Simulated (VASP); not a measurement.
Consider the following.

```
CELL_PARAMETERS angstrom
      0.00000     2.97605     2.97605
      2.97605     0.00000     2.97605
      2.97605     2.97605     0.00000
ATOMIC_POSITIONS crystal
  Li 0.75000 0.75000 0.75000
  Li 0.25000 0.25000 0.25000
  Se 0.00000 0.00000 0.00000
```

Level of theory: PBE GGA, VASP's PBE PAW potentials (set 64) (plane waves; VASP 6.6.1). Numerical set-up: 400 eV cut-off, 7×7×7 Γ-centred mesh, Fermi-Dirac smearing of 0.010 eV, potentials Li_sv Se.

Q: Give the energies of bands 4 to 9 at the high-symmetry points, in eV from the valence-band maximum.

A: 
```tsv
band	Γ	X	U	L	W
4	0.00	-2.29	-2.15	-2.96	-1.93
5	0.00	-1.50	-2.08	-0.55	-1.93
6	0.00	-1.50	-1.22	-0.55	-1.83
7	3.60	2.94	4.11	5.35	5.17
8	5.62	6.38	7.46	5.96	6.45
9	5.62	10.48	8.57	5.96	8.27
```

The gap is indirect, 2.94 eV, from the valence maximum at Γ to the conduction minimum at X.

The structure comes from a computed database's Li2Se entry; how it stands against other phases isn't given here. The cell was not relaxed at this level.
